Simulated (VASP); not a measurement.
```xyz
5
Lattice="5.5649 0.0000 0.0000 0.0000 5.5649 0.0000 0.0000 0.0000 5.5649" Properties=species:S:1:pos:R:3 pbc="T T T"
Cs     0.0000     0.0000     0.0000
Pb     2.7824     2.7824     2.7824
Cl     2.7824     0.0000     2.7824
Cl     0.0000     2.7824     2.7824
Cl     2.7824     2.7824     0.0000
```

These are AM05 GGA, VASP's PBE PAW potentials (set 64) (plane waves; VASP 6.6.1) values and carry that method's errors. Run with 520 eV cut-off, 4×4×4 Γ-centred mesh, Gaussian smearing of 0.050 eV, potentials Cs_sv Pb_d Cl.

Problem. Give the stress tensor in GPa (positive for a compressed cell).

Solution. 
```
1.62  0.00  0.00
0.00  1.62  0.00
0.00  0.00  1.62
```
The pressure is its mean diagonal, 1.62 GPa.

The compound is CsPbCl3 in the cubic perovskite structure, the ideal cubic form; the compound distorts at low or room temperature. This cell is one point of a volume scan, at 0.94 of the reference volume.
